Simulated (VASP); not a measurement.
Output of a VASP run:

File OSZICAR:
```
...
       N       E                     dE             d eps       ncg     rms          rms(c)
DAV:   1    -0.520392471940E+03   -0.13446E-03   -0.22644E-02   840   0.378E-01    0.387E-02
RMM:   2    -0.520392487615E+03   -0.15675E-04   -0.40343E-04   716   0.465E-02    0.185E-02
RMM:   3    -0.520392487976E+03   -0.36143E-06   -0.95461E-05   716   0.195E-02    0.102E-02
RMM:   4    -0.520392488570E+03   -0.59426E-06   -0.16602E-05   445   0.829E-03
   9 F= -.52039249E+03 E0= -.52039249E+03  d E =-.167466E-01  mag=     2.0000
       N       E                     dE             d eps       ncg     rms          rms(c)
DAV:   1    -0.520398479502E+03   -0.59915E-02   -0.11789E+00   728   0.273E+00    0.276E-01
RMM:   2    -0.520398946010E+03   -0.46651E-03   -0.19545E-02   716   0.326E-01    0.129E-01
RMM:   3    -0.520398849401E+03    0.96609E-04   -0.44887E-03   730   0.135E-01    0.682E-02
RMM:   4    -0.520398883654E+03   -0.34253E-04   -0.92091E-04   750   0.586E-02    0.386E-02
RMM:   5    -0.520398897344E+03   -0.13690E-04   -0.13313E-04   738   0.249E-02    0.201E-02
RMM:   6    -0.520398899698E+03   -0.23536E-05   -0.31537E-05   482   0.119E-02
  10 F= -.52039890E+03 E0= -.52039890E+03  d E =-.641113E-02  mag=     2.0000
       N       E                     dE             d eps       ncg     rms          rms(c)
DAV:   1    -0.520398900297E+03   -0.29527E-05   -0.41273E-05   704   0.159E-02    0.386E-03
RMM:   2    -0.520398900324E+03   -0.27070E-07   -0.14721E-06   396   0.319E-03    0.210E-03
RMM:   3    -0.520398900288E+03    0.36103E-07   -0.56273E-08   149   0.135E-03    0.124E-03
RMM:   4    -0.520398900282E+03    0.63010E-08   -0.21297E-08   124   0.136E-03
  11 F= -.52039890E+03 E0= -.52039890E+03  d E =-.641171E-02  mag=     2.0000
       N       E                     dE             d eps       ncg     rms          rms(c)
DAV:   1    -0.520401509148E+03   -0.26089E-02   -0.47415E-01   728   0.175E+00    0.171E-01
RMM:   2    -0.520401656165E+03   -0.14702E-03   -0.71021E-03   716   0.196E-01    0.788E-02
RMM:   3    -0.520401616782E+03    0.39383E-04   -0.16945E-03   729   0.821E-02    0.399E-02
RMM:   4    -0.520401632806E+03   -0.16024E-04   -0.33893E-04   750   0.355E-02    0.229E-02
RMM:   5    -0.520401638095E+03   -0.52886E-05   -0.50256E-05   548   0.150E-02
  12 F= -.52040164E+03 E0= -.52040164E+03  d E =-.273781E-02  mag=     2.0000
       N       E                     dE             d eps       ncg     rms          rms(c)
DAV:   1    -0.520401679387E+03   -0.46580E-04   -0.82499E-03   824   0.230E-01    0.236E-02
RMM:   2    -0.520401683145E+03   -0.37587E-05   -0.13836E-04   716   0.274E-02    0.113E-02
RMM:   3    -0.520401683229E+03   -0.83448E-07   -0.34776E-05   502   0.116E-02    0.619E-03
RMM:   4    -0.520401683534E+03   -0.30515E-06   -0.56384E-06   426   0.493E-03
  13 F= -.52040168E+03 E0= -.52040168E+03  d E =-.278325E-02  mag=     2.0000
       N       E                     dE             d eps       ncg     rms          rms(c)
DAV:   1    -0.520402836306E+03   -0.11531E-02   -0.24249E-01   716   0.125E+00    0.118E-01
RMM:   2    -0.520402962468E+03   -0.12616E-03   -0.36326E-03   716   0.141E-01    0.567E-02
RMM:   3    -0.520402952691E+03    0.97769E-05   -0.88942E-04   737   0.579E-02    0.306E-02
RMM:   4    -0.520402956387E+03   -0.36959E-05   -0.16902E-04   743   0.254E-02    0.167E-02
RMM:   5    -0.520402959678E+03   -0.32907E-05   -0.26049E-05   471   0.107E-02
  14 F= -.52040296E+03 E0= -.52040296E+03  d E =-.127614E-02  mag=     2.0000
```

**OUTCAR**
```
------------------------ aborting loop because EDIFF is reached ----------------------------------------
  FORCE on cell =-STRESS in cart. coord.  units (eV):
  Direction    XX          YY          ZZ          XY          YZ          ZX
  --------------------------------------------------------------------------------------
  Total       -7.4211021      5.1253648     -8.4393738      0.0312531      1.6474222     -0.0095464
  in kB      -15.7347081     10.8671349    -17.8937145      0.0662648      3.4929728     -0.0202409
  external PRESSURE =      -7.5870959 kB  Pullay stress =       0.0000000 kB
  volume of cell :      755.65
      direct lattice vectors                 reciprocal lattice vectors
     4.640980826 -8.038414841  0.000000000     0.107735847 -0.062201318  0.000000000
     4.640980826  8.038414841  0.000000000     0.107735847  0.062201318  0.000000000
     0.000000000  0.000000000 10.127683409     0.000000000  0.000000000  0.098739263
  FREE ENERGIE OF THE ION-ELECTRON SYSTEM (eV)
  ---------------------------------------------------
  free  energy   TOTEN  =      -520.4029596776 eV

  energy  without entropy=     -520.4029596776  energy(sigma->0) =     -520.40295968

 total charge

# of ion       s       p       d       tot
------------------------------------------
    1        0.693   0.967   0.000   1.661
    2        0.700   0.934   0.000   1.634
    3        0.697   0.965   0.000   1.663
    4        0.698   0.962   0.000   1.660
    5        0.694   0.971   0.000   1.665
    6        0.699   0.962   0.000   1.661
    7        0.697   0.967   0.000   1.664
    8        0.697   0.964   0.000   1.661
    9        0.694   0.969   0.000   1.663
   10        0.695   0.969   0.000   1.665
   11        0.696   0.964   0.000   1.661
   12        0.697   0.964   0.000   1.661
   13        0.694   0.969   0.000   1.663
   14        0.695   0.969   0.000   1.665
   15        0.697   0.965   0.000   1.662
   16        0.696   0.966   0.000   1.662
   17        0.696   0.970   0.000   1.666
   18        0.715   0.870   0.000   1.586
   19        0.719   0.936   0.000   1.654
   20        0.698   0.969   0.000   1.666
   21        0.694   0.970   0.000   1.664
   22        0.696   0.970   0.000   1.666
   23        0.697   0.967   0.000   1.664
   24        0.697   0.964   0.000   1.661
   25        0.694   0.970   0.000   1.664
   26        0.699   0.962   0.000   1.661
   27        0.697   0.965   0.000   1.662
   28        0.699   0.967   0.000   1.665
   29        0.696   0.968   0.000   1.663
   30        0.723   0.931   0.000   1.654
   31        0.697   0.965   0.000   1.662
   32        0.696   0.966   0.000   1.662
   33        0.696   0.970   0.000   1.665
   34        0.716   0.870   0.000   1.586
   35        0.697   0.966   0.000   1.663
   36        0.698   0.961   0.000   1.659
   37        0.824   1.721   0.000   2.545
   38        0.825   1.727   0.000   2.552
   39        0.831   1.657   0.000   2.488
   40        0.827   1.722   0.000   2.549
   41        0.825   1.727   0.000   2.552
   42        0.825   1.726   0.000   2.551
   43        0.831   1.710   0.000   2.541
   44        0.825   1.723   0.000   2.548
   45        0.824   1.726   0.000   2.550
   46        0.824   1.726   0.000   2.550
   47        0.825   1.722   0.000   2.547
   48        0.825   1.722   0.000   2.547
...
```
(Selected blocks of OUTCAR.)

POSCAR:
```
C35Si36
1
    4.6409808259    -8.0384148409     0.0000000000
    4.6409808259     8.0384148409     0.0000000000
    0.0000000000     0.0000000000    10.1276834094
Si C
36 35
Direct
  0.0000000000   0.0000000000   0.0000000000
  0.0000000000   0.0000000000   0.5000000000
  0.2222220000   0.1111110000   0.7501800000
  0.1111110000   0.2222220000   0.2501800000
  0.0000000000   0.3333330000   0.0000000000
  0.0000000000   0.3333330000   0.5000000000
  0.2222220000   0.4444440000   0.7501800000
  0.1111110000   0.5555560000   0.2501800000
  0.0000000000   0.6666670000   0.0000000000
  0.0000000000   0.6666670000   0.5000000000
  0.2222220000   0.7777780000   0.7501800000
  0.1111110000   0.8888890000   0.2501800000
  0.3333330000   0.0000000000   0.0000000000
  0.3333330000   0.0000000000   0.5000000000
  0.5555560000   0.1111110000   0.7501800000
  0.4444440000   0.2222220000   0.2501800000
  0.3333330000   0.3333330000   0.0000000000
  0.3300310000   0.3332480000   0.4969770000
  0.5564400000   0.4404130000   0.7549570000
  0.4444440000   0.5555560000   0.2501800000
  0.3333330000   0.6666670000   0.0000000000
  0.3333330000   0.6666670000   0.5000000000
  0.5555560000   0.7777780000   0.7501800000
  0.4444440000   0.8888890000   0.2501800000
  0.6666670000   0.0000000000   0.0000000000
  0.6666670000   0.0000000000   0.5000000000
  0.8888890000   0.1111110000   0.7501800000
  0.7777780000   0.2222220000   0.2501800000
  0.6666670000   0.3333330000   0.0000000000
  0.6635520000   0.3261800000   0.5007350000
  0.8888890000   0.4444440000   0.7501800000
  0.7777780000   0.5555560000   0.2501800000
  0.6666670000   0.6666670000   0.0000000000
  0.6618640000   0.6617280000   0.5027270000
  0.8888890000   0.7777780000   0.7501800000
  0.7777780000   0.8888890000   0.2501800000
  0.0000000000   0.0000000000   0.8121600000
  0.0000000000   0.0000000000   0.3121600000
  0.2185570000   0.1135390000   0.5656620000
  0.1111110000   0.2222220000   0.0632900000
  0.0000000000   0.3333330000   0.8121600000
  0.0000000000   0.3333330000   0.3121600000
  0.2160780000   0.4405860000   0.5642800000
  0.1111110000   0.5555560000   0.0632900000
  0.0000000000   0.6666670000   0.8121600000
  0.0000000000   0.6666670000   0.3121600000
  0.2222220000   0.7777780000   0.5632900000
  0.1111110000   0.8888890000   0.0632900000
  0.3333330000   0.0000000000   0.8121600000
  0.3333330000   0.0000000000   0.3121600000
  0.5524790000   0.1052940000   0.5598400000
  0.4444440000   0.2222220000   0.0632900000
  0.3282700000   0.3277070000   0.8157270000
  0.3381960000   0.3328560000   0.3101390000
  0.4444440000   0.5555560000   0.0632900000
  0.3333330000   0.6666670000   0.8121600000
  0.3333330000   0.6666670000   0.3121600000
  0.5596090000   0.7761190000   0.5594110000
  0.4444440000   0.8888890000   0.0632900000
  0.6666670000   0.0000000000   0.8121600000
  0.6666670000   0.0000000000   0.3121600000
  0.8888890000   0.1111110000   0.5632900000
  0.7777780000   0.2222220000   0.0632900000
  0.6678280000   0.3297450000   0.8095640000
  0.6648630000   0.3314210000   0.3160910000
  0.8938110000   0.4461390000   0.5644810000
  0.7777780000   0.5555560000   0.0632900000
  0.6624090000   0.6662080000   0.8157370000
  0.6608320000   0.6652390000   0.3090590000
  0.8833370000   0.7735420000   0.5670110000
  0.7777780000   0.8888890000   0.0632900000
```

### Question
Reconstruct the remaining input files.

### Answer
This is not unique; one that fits is the input of the run itself, PBE GGA, plane waves, VASP's PBE PAW potentials (set 64).

### INCAR
```
SYSTEM = C35Si36
PREC = Normal
ENCUT = 400
EDIFF = 1E-5
NELM = 100
ALGO = Fast
LREAL = Auto
LASPH = .TRUE.
ISMEAR = 0
SIGMA = 0.05
GGA = PE
LWAVE = .TRUE.
LCHARG = .FALSE.
NELMIN = 4
ISYM = 0
ISPIN = 2
NUPDOWN = 2
MAGMOM = 71*0.0282
LORBIT = 10
IBRION = 2
ISIF = 2
NSW = 60
EDIFFG = -0.03
```

### KPOINTS
```
Automatic mesh
0
Gamma
1 1 1
0 0 0
```

POTCAR, in this order: Si C (PBE.64 set). Program: vasp_gam.

At this cut-off the stress carries a Pulay error, which pulls relaxed volumes low. The supercell is sampled at Γ alone, which is coarse: total energies, pressure and levels can be off, energies of defects by several tenths of an eV.

The cell is a supercell with a defect, built from SiC (4h): vac_C.
